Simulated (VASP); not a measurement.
Given:

```
MgSe
1.0
    4.21602     0.00000     0.00000
   -2.10801     3.65118     0.00000
    0.00000     0.00000     6.80322
Mg Se
2 2
Direct
  0.66667   0.33333   0.49810
  0.33333   0.66667   0.99810
  0.66667   0.33333   0.87690
  0.33333   0.66667   0.37690
```

Level of theory: r2SCAN meta-GGA, VASP's PBE PAW potentials (set 64) (plane waves; VASP). Numerical set-up: 400 eV cut-off, 7×7×4 Γ-centred mesh, tetrahedra with Blöchl corrections, potentials Mg Se.

Q: Predict the energy per atom (σ→0), band gap (over mesh and band path) with the smallest direct gap where there is one.

A: 
- band gap (over mesh and band path): 3.36 eV
- smallest direct gap (over mesh and band path): 3.36 eV
- energy per atom (σ→0): -10.704 eV/atom

Total energies compare only between runs with the same potentials, cut-off and functional.

The structure comes from a computed database's MgSe entry (P6_3mc); how it stands against other phases isn't given here. It was relaxed first.
